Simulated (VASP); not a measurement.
# A VASP study of OsRh (LAK): structure first, properties next, part 2 of 2

Wanted: the relaxed cell of OsRh and its properties. The cell is invented: it takes the structure of a Materials Project entry for PtRh (space group 166 there), with some of its atoms replaced by other elements, volume scaled by an estimate. It may not be a known or stable phase. Left out of this account: 1 further run (core levels: core levels are not valid at this level).

VASP 6.6.1, plane waves and PAW; the level of theory is named at each step.

Still holding for the runs below: This run has no spin polarisation. Its electron count is odd, so without a moment it is a metal by construction.

So far. Step 5 (Band structure (LAK)): There is no gap at this level. Step 6 (Density of states (LAK)): The finer mesh and the other smearing move the Fermi level by -0.01 eV from the 11×11×11 run, a small shift, which tests the Fermi level alone. Of the states within 0.3 eV of the Fermi level, the largest shares in the PAW spheres are Rh d 46 % and Os d 44 %. The rest lies in smaller channels or between the spheres.

## Step 7: Bands along the symmetry lines (LAK + SOC)

This step: LAK, spin-orbit coupling; plane waves and PAW (Os, Rh_pv); invented cell (VASP 6.6.1).

The mesh alone shows little of the dispersion and can miss band extrema, so KPOINTS_OPT adds a path through the symmetry points after the self-consistent cycle. Spin-orbit coupling needs spinors and the noncollinear program, where each band holds one electron.

Input file INCAR:

```
SYSTEM = OsRh
PREC = Accurate
ENCUT = 400
EDIFF = 1E-06
NELM = 100
ISMEAR = 1
SIGMA = 0.2
LREAL = .FALSE.
ALGO = Normal
METAGGA = LAK
LASPH = .TRUE.
LNONCOLLINEAR = .TRUE.
MAGMOM = 0 0 0 0 0 0
NBANDS = 34
GGA_COMPAT = .FALSE.
LSORBIT = .TRUE.
LMAXMIX = 4
LORBIT = 11
LWAVE = .FALSE.
LCHARG = .FALSE.
```

Input file POSCAR:

```
OsRh
1.0
    1.3590631871      0.7846555665      4.4697103022
   -1.3590631871      0.7846555665      4.4697103022
    0.0000000000     -1.5693111331      4.4697103022
Os Rh
1 1
Direct
    0.0000000000      0.0000000000      0.0000000000
    0.5000000000      0.5000000000      0.5000000000
```

Input file KPOINTS:

```
Automatic mesh
0
Gamma
9 9 9
0 0 0
```

Input file KPOINTS_OPT:

```
Line mode
16
Line-mode
Reciprocal
  0.00000000   0.00000000   0.00000000 GAMMA
  0.50000000   0.00000000   0.00000000 L

  0.50000000   0.00000000   0.00000000 L
  0.50000000   0.18721176  -0.18721176 B1

  0.81278824   0.50000000   0.18721176 B
  0.50000000   0.50000000   0.50000000 Z

  0.50000000   0.50000000   0.50000000 Z
  0.00000000   0.00000000   0.00000000 GAMMA

  0.00000000   0.00000000   0.00000000 GAMMA
  0.34360588   0.00000000  -0.34360588 X

  0.65639412   0.34360588   0.00000000 Q
  0.50000000   0.50000000   0.00000000 F

  0.50000000   0.50000000   0.00000000 F
  0.65639412   0.65639412   0.18721176 P1

  0.65639412   0.65639412   0.18721176 P1
  0.50000000   0.50000000   0.50000000 Z

  0.50000000   0.00000000   0.00000000 L
  0.81278824   0.34360588   0.34360588 P
```

PAW data sets: Os and Rh_pv (PBE family, release 64).

The run is started by

```bash
> mpirun -np 1 vasp_ncl
```

Wall time 16 min (1 MPI rank of Intel Xeon 6975P-C (Granite Rapids), shared host); peak memory 0.39 GiB.

This step gave:

```
SCF cycles              : 15
bands                   : 34
irreducible k-points    : 85
free energy (TOTEN)     : 70.7112 eV
energy at zero smearing : 70.7135 eV
pressure                : 0.9194 GPa
```

On-site spin-orbit energy by atom:

| atom | on-site spin-orbit energy (eV) |
| --- | --- |
| Os1 | -0.685 |
| Rh2 | -0.286 |

Electronic bands along the path, in eV, zero at the Fermi level; # counts the bands kept:

| point | #11 | #12 | #15 | #16 | #17 | #18 | #19 | #20 |
| --- | --- | --- | --- | --- | --- | --- | --- | --- |
| Γ | -3.02 | -3.02 | -0.78 | -0.78 | -0.62 | -0.62 | 0.13 | 0.13 |
| 0.47 of the way | -2.70 | -2.70 | -1.86 | -1.86 | -1.28 | -1.28 | 0.11 | 0.11 |
| L | -2.69 | -2.69 | -0.61 | -0.61 | 0.50 | 0.50 | 2.88 | 2.88 |
| 0.47 of the way | -3.84 | -3.84 | -0.67 | -0.67 | 0.58 | 0.58 | 1.01 | 1.01 |
| B1 | -2.95 | -2.95 | -1.12 | -1.12 | 0.63 | 0.63 | 1.42 | 1.42 |
| jump to B | -2.95 | -2.95 | -1.12 | -1.12 | 0.63 | 0.63 | 1.42 | 1.42 |
| 0.47 of the way | -3.17 | -3.17 | -0.80 | -0.80 | -0.43 | -0.43 | 0.83 | 0.83 |
| Z | -2.91 | -2.91 | -2.02 | -2.02 | -1.22 | -1.22 | -1.03 | -1.03 |
| 0.47 of the way | -2.86 | -2.86 | -1.88 | -1.88 | -0.94 | -0.94 | -0.90 | -0.90 |
| Γ | -3.02 | -3.02 | -0.78 | -0.78 | -0.62 | -0.62 | 0.13 | 0.13 |
| 0.47 of the way | -2.89 | -2.89 | -1.64 | -1.64 | -1.38 | -1.38 | 0.82 | 0.82 |
| X | -2.88 | -2.88 | -0.91 | -0.91 | 0.49 | 0.49 | 1.32 | 1.32 |
| jump to Q | -2.88 | -2.88 | -0.91 | -0.91 | 0.49 | 0.49 | 1.32 | 1.32 |
| 0.53 of the way | -1.63 | -1.63 | 0.48 | 0.48 | 0.89 | 0.89 | 1.92 | 1.92 |
| F | 0.19 | 0.19 | 0.95 | 0.95 | 1.48 | 1.48 | 2.17 | 2.17 |
| 0.53 of the way | -0.43 | -0.43 | 1.17 | 1.17 | 1.44 | 1.44 | 1.89 | 1.89 |
| P1 | -1.16 | -1.16 | 0.48 | 0.48 | 1.15 | 1.15 | 2.29 | 2.29 |
| 0.53 of the way | -2.70 | -2.70 | -1.65 | -1.65 | -0.70 | -0.70 | -0.20 | -0.20 |
| Z | -2.91 | -2.91 | -2.02 | -2.02 | -1.22 | -1.22 | -1.03 | -1.03 |
| jump to L | -2.69 | -2.69 | -0.61 | -0.61 | 0.50 | 0.50 | 2.88 | 2.88 |
| 0.53 of the way | -2.28 | -2.28 | 0.17 | 0.17 | 0.51 | 0.51 | 2.85 | 2.85 |
| P | -1.16 | -1.16 | 0.48 | 0.48 | 1.15 | 1.15 | 2.29 | 2.29 |

Of the projections kept (Os, Rh), the largest for each band there; the rest of the weight can lie on other orbitals:

| point | #11 | #12 | #15 | #16 | #17 | #18 | #19 | #20 |
| --- | --- | --- | --- | --- | --- | --- | --- | --- |
| Γ | Rh 0.77 | Rh 0.77 | Rh 0.66 | Rh 0.66 | Os 0.52 | Os 0.52 | Os 0.64 | Os 0.64 |
| L | Os 0.88 | Os 0.88 | Os 0.98 | Os 0.98 | Rh 1.00 | Rh 1.00 | Os 1.00 | Os 1.00 |
| B1 | Os 0.55 | Os 0.55 | Os 0.56 | Os 0.56 | Rh 0.70 | Rh 0.70 | Os 0.68 | Os 0.68 |
| B | Os 0.55 | Os 0.55 | Os 0.56 | Os 0.56 | Rh 0.70 | Rh 0.70 | Os 0.68 | Os 0.68 |
| Z | Os 1.00 | Os 1.00 | Os 1.00 | Os 1.00 | Rh 1.00 | Rh 1.00 | Rh 1.00 | Rh 1.00 |
| Γ | Rh 0.77 | Rh 0.77 | Rh 0.66 | Rh 0.66 | Os 0.52 | Os 0.52 | Os 0.64 | Os 0.64 |

At these settings, which differ from those of the relaxation, the cell is under a pressure of 0.9 GPa. Part of this is the spin-orbit coupling, so a relaxation with it would give a larger cell.

## Step 8: Volume scan with LAK, volume scale 0.94

This step: LAK; plane waves and PAW (Os, Rh_pv); invented cell (VASP 6.6.1).

An equation of state needs energies on both sides of the minimum, all on one mesh and cutoff.

Input file INCAR:

```
SYSTEM = OsRh
PREC = Accurate
ENCUT = 400
EDIFF = 1E-06
NELM = 100
ISMEAR = 1
SIGMA = 0.2
LREAL = .FALSE.
ALGO = Normal
METAGGA = LAK
LASPH = .TRUE.
NBANDS = 17
LORBIT = 11
LWAVE = .FALSE.
LCHARG = .FALSE.
ISIF = 2
```

Input file POSCAR:

```
OsRh
1.0
    1.3313194189      0.7686376931      4.3784661220
   -1.3313194189      0.7686376931      4.3784661220
    0.0000000000     -1.5372753862      4.3784661220
Os Rh
1 1
Direct
    0.0000000000      0.0000000000      0.0000000000
    0.5000000000      0.5000000000      0.5000000000
```

Input file KPOINTS:

```
Automatic mesh
0
Gamma
11 11 11
0 0 0
```

The run is started by

```bash
> mpirun -np 1 vasp_std
```

The job ended after 3.6 min (1 MPI rank; peak memory 0.2 GiB).

The scan keeps the cell's shape and the fractional positions fixed.

This step gave:

```
bands                   : 17
irreducible k-points    : 146
free energy (TOTEN)     : 71.3090 eV
energy at zero smearing : 71.3076 eV
Fermi energy            : 11.28 eV
pressure                : 22.59 GPa
```

The pressure here is 22.59 GPa.

## Step 9: Volume scan with LAK, volume scale 0.96

INCAR is that of step 8.

Input file POSCAR:

```
OsRh
1.0
    1.3406952167      0.7740508129      4.4093014064
   -1.3406952167      0.7740508129      4.4093014064
    0.0000000000     -1.5481016259      4.4093014064
Os Rh
1 1
Direct
    0.0000000000      0.0000000000      0.0000000000
    0.5000000000      0.5000000000      0.5000000000
```

KPOINTS is that of step 8.

The run is started by

```bash
> mpirun -np 1 vasp_std
```

It took 3.4 min on 1 MPI rank; peak memory 0.2 GiB.

Numbers from this step:

```
free energy (TOTEN)     : 71.2408 eV
energy at zero smearing : 71.2393 eV
Fermi energy            : 10.92 eV
pressure                : 14.11 GPa
```

The pressure falls from 22.59 to 14.11 GPa.

The run ends at a pressure of 14.11 GPa.

## Step 10: Volume scan with LAK, volume scale 0.98

INCAR is that of step 9.

Input file POSCAR:

```
OsRh
1.0
    1.3499416828      0.7793892631      4.4397113426
   -1.3499416828      0.7793892631      4.4397113426
    0.0000000000     -1.5587785263      4.4397113426
Os Rh
1 1
Direct
    0.0000000000      0.0000000000      0.0000000000
    0.5000000000      0.5000000000      0.5000000000
```

KPOINTS is that of step 9.

The run is started by

```bash
> mpirun -np 1 vasp_std
```

Elapsed: 2.1 min, on 1 MPI rank; peak memory 0.21 GiB.

The pressure falls from 14.11 to 6.56 GPa.

The run ends at a pressure of 6.56 GPa.

## Step 11: Volume scan with LAK, volume scale 1

INCAR is that of step 10.

Input file POSCAR:

```
OsRh
1.0
    1.3590631871      0.7846555665      4.4697103022
   -1.3590631871      0.7846555665      4.4697103022
    0.0000000000     -1.5693111331      4.4697103022
Os Rh
1 1
Direct
    0.0000000000      0.0000000000      0.0000000000
    0.5000000000      0.5000000000      0.5000000000
```

KPOINTS is that of step 10.

The run is started by

```bash
> mpirun -np 1 vasp_std
```

The job ended after 2.2 min (1 MPI rank; peak memory 0.22 GiB).

The pressure falls from 6.56 to -0.05 GPa, so it vanishes between these two volumes.

## Step 12: Volume scan with LAK, volume scale 1.02

INCAR is that of step 11.

Input file POSCAR:

```
OsRh
1.0
    1.3680638679      0.7898521124      4.4993118953
   -1.3680638679      0.7898521124      4.4993118953
    0.0000000000     -1.5797042249      4.4993118953
Os Rh
1 1
Direct
    0.0000000000      0.0000000000      0.0000000000
    0.5000000000      0.5000000000      0.5000000000
```

KPOINTS is that of step 11.

The run is started by

```bash
> mpirun -np 1 vasp_std
```

The job ended after 2.2 min (1 MPI rank; peak memory 0.21 GiB).

The pressure falls from -0.05 to -5.81 GPa.

The run ends at a pressure of -5.81 GPa.

## Step 13: Volume scan with LAK, volume scale 1.04

INCAR is that of step 12.

Input file POSCAR:

```
OsRh
1.0
    1.3769476484      0.7949811660      4.5285290250
   -1.3769476484      0.7949811660      4.5285290250
    0.0000000000     -1.5899623320      4.5285290250
Os Rh
1 1
Direct
    0.0000000000      0.0000000000      0.0000000000
    0.5000000000      0.5000000000      0.5000000000
```

KPOINTS is that of step 12.

The run is started by

```bash
> mpirun -np 1 vasp_std
```

It took 2.3 min on 1 MPI rank; peak memory 0.22 GiB.

The pressure falls from -5.81 to -11.00 GPa.

The run ends at a pressure of -11.00 GPa.

## Step 14: Volume scan with LAK, volume scale 1.06

A prediction first. A parabola through the 6 pressures of evenly scaled cells so far, P = -0.05 -312.0 t +867 t² GPa with t = ln(V/V₁) and V₁ the volume at scale 1, gives -15.29 GPa at t = +0.0583.

INCAR is that of step 13.

Input file POSCAR:

```
OsRh
1.0
    1.3857182520      0.8000448768      4.5573739366
   -1.3857182520      0.8000448768      4.5573739366
    0.0000000000     -1.6000897537      4.5573739366
Os Rh
1 1
Direct
    0.0000000000      0.0000000000      0.0000000000
    0.5000000000      0.5000000000      0.5000000000
```

KPOINTS is that of step 13.

The run is started by

```bash
> mpirun -np 1 vasp_std
```

Elapsed: 2.5 min, on 1 MPI rank; peak memory 0.22 GiB.

The pressure falls from -11.00 to -15.56 GPa. The parabola predicted -15.29 GPa, +0.27 GPa off.

## Step 15: Side by side

Times are for 1 MPI rank of Intel Xeon 6975P-C (Granite Rapids), shared host. The series side by side:

| no. | volume scale | energy above the lowest point (meV/atom) | pressure (GPa) | time | memory (GiB) |
| --- | --- | --- | --- | --- | --- |
| 1 | 0.94 | 61.12 | 22.59 | 3.6 min | 0.2 |
| 2 | 0.96 | 26.96 | 14.11 | 3.4 min | 0.2 |
| 3 | 0.98 | 7.25 | 6.558 | 2.1 min | 0.21 |
| 4 | 1 | 0 | -0.05487 | 2.2 min | 0.22 |
| 5 | 1.02 | 3.93 | -5.806 | 2.2 min | 0.21 |
| 6 | 1.04 | 17.68 | -11.00 | 2.3 min | 0.22 |
| 7 | 1.06 | 40.14 | -15.56 | 2.5 min | 0.22 |

## Step 16: Fit for LAK

This step: Birch-Murnaghan fit, LAK; plane waves and PAW; invented cell (VASP 6.6.1).

This step runs nothing: it gathers the runs above.

Numbers from this step:

| Property | Result |
| --- | --- |
| pressure derivative of the bulk modulus | 5.238 |
| r.m.s. error of the fit | 2.78e-5 eV/atom |
| minimum inside the sampled range | yes |
| bulk modulus | 307.4 GPa |
| equilibrium volume of the fit | 14.34 Å³/atom |

Table of energy above the fitted minimum by volume:

| volume (Å³/atom) | energy above the fitted minimum (eV/atom) |
| --- | --- |
| 13.441 | 0.0612 |
| 13.727 | 0.0271 |
| 14.014 | 0.00734 |
| 14.300 | 8.9e-5 |
| 14.585 | 0.00402 |
| 14.871 | 0.0178 |
| 15.157 | 0.0402 |

The fitted volume lies +0.25 % from the relaxed one. At a finite cutoff and mesh the minimum of the energy and the zero of the stress don't quite coincide, and the relaxation stops at a threshold.

## Step 17: Total and projected DOS (LAK), changed input

This step: LAK; plane waves and PAW (Os, Rh_pv); invented cell (VASP 6.6.1).

Here the states are counted by energy and projected on the atoms. The mesh is finer than in the run before. Some settings are moved from the usual, to see what they do.

Input file INCAR:

```
SYSTEM = OsRh
PREC = Accurate
ENCUT = 250
EDIFF = 1E-06
NELM = 100
ISMEAR = -5
SIGMA = 0.2
LREAL = .FALSE.
ALGO = Normal
METAGGA = LAK
LASPH = .TRUE.
NBANDS = 35
LORBIT = 11
LWAVE = .FALSE.
LCHARG = .FALSE.
NEDOS = 2001
```

Input file POSCAR:

```
OsRh
1.0
    1.3590631871      0.7846555665      4.4697103022
   -1.3590631871      0.7846555665      4.4697103022
    0.0000000000     -1.5693111331      4.4697103022
Os Rh
1 1
Direct
    0.0000000000      0.0000000000      0.0000000000
    0.5000000000      0.5000000000      0.5000000000
```

Input file KPOINTS:

```
Automatic mesh
0
Gamma
17 17 17
0 0 0
```

The run is started by

```bash
> mpirun -np 1 vasp_std
```

It took 6.2 min on 1 MPI rank; peak memory 0.28 GiB.

The run converged; its settings lie outside those of the reference runs, so its numbers are set aside.

Against the sound run on this cell (density of states (LAK)) the energy at zero smearing moves by +33.7 meV an atom and the pressure by -4.22 GPa.

Settings moved from the usual: ENCUT = 250 and NBANDS = 35.

Empty bands beyond the smearing tail don't enter the ground state, so NBANDS mostly costs time. The cutoff falls from 400 to 250 eV, which shrinks the basis; the stress suffers most (Pulay stress), and PAW energies need not rise evenly as the basis shrinks.

## Step 18: What came out

```json
{
  "relaxed volume": "14.30 Å³/atom",
  "relaxed conventional cell a, b, c": "2.718, 2.718, 13.409 Å; angles 90.0, 90.0, 120.0°",
  "space group after relaxing, within 0.02 Å": "R-3m (No. 166)",
  "band gap": "none, a metal",
  "DOS at the Fermi level": "1.54 states/eV/cell",
  "band gap (LAK + SOC)": "none, a metal",
  "bulk modulus from the fit": "307 GPa",
  "volume from the fit": "14.3 Å³/atom"
}
```

What this shows: With LAK, OsRh relaxes to 14.30 Å³/atom in space group R-3m (held by the symmetry of the run), comes out as a metal and has a bulk modulus of 307 GPa at fixed shape and positions, an upper bound. Band structure (LAK): Of the bands kept, 5 cross the Fermi level on this path. Bands along the symmetry lines (LAK + SOC): Of the bands kept, 10 cross the Fermi level on this path (spinor bands, one electron each). With an odd electron count and no spin the cell is a metal by construction. No search among competing phases was made. All values are for a static lattice at zero temperature.

[Lines on the potential files, build, host, timing and source positions are cut from VASP's logs without a mark.]

[Logs are printed without paths, hosts, clocks, repeated set-up lines and the standing remarks that a program may print on its own settings, such as how far it seeks lower states.]

[Hosts, paths, dates, database ids (printed as entryN), source tags and the programs' standing remarks are cut or masked in the printed files.]

[A measured line is paired with the nearest computed mode of its activity, which favours agreement.]
